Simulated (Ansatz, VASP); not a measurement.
# Two plane-wave programs on LaPb3

```
CELL_PARAMETERS angstrom
4.93344 0.00000 0.00000
0.00000 4.93344 0.00000
0.00000 0.00000 4.93344
ATOMIC_POSITIONS crystal
La 0.00000 0.00000 0.00000
Pb 0.00000 0.50000 0.50000
Pb 0.50000 0.00000 0.50000
Pb 0.50000 0.50000 0.00000
```

Alike in both runs: task single point; functional LDA; k mesh 5 × 5 × 5; occupations gaussian, width 0.1 eV; no spin polarisation.

|  | VASP | Ansatz |
| --- | --- | --- |
| version | VASP 6.6.1 | Ansatz 0.2.0 |
| potentials or method | VASP PAW LDA potentials, release 64 (La, Pb_d) | plane waves, PAW |
| plane-wave cutoff (eV) | 520 | 470 |
| valence electrons in the cell | 53 | 53 |

|  | VASP | Ansatz | Ansatz less VASP |
| --- | --- | --- | --- |
| pressure (GPa) | -3.2 | -3.2 | -0.02 |

Spin-orbit coupling is left out, which matters for the levels of La, Pb.
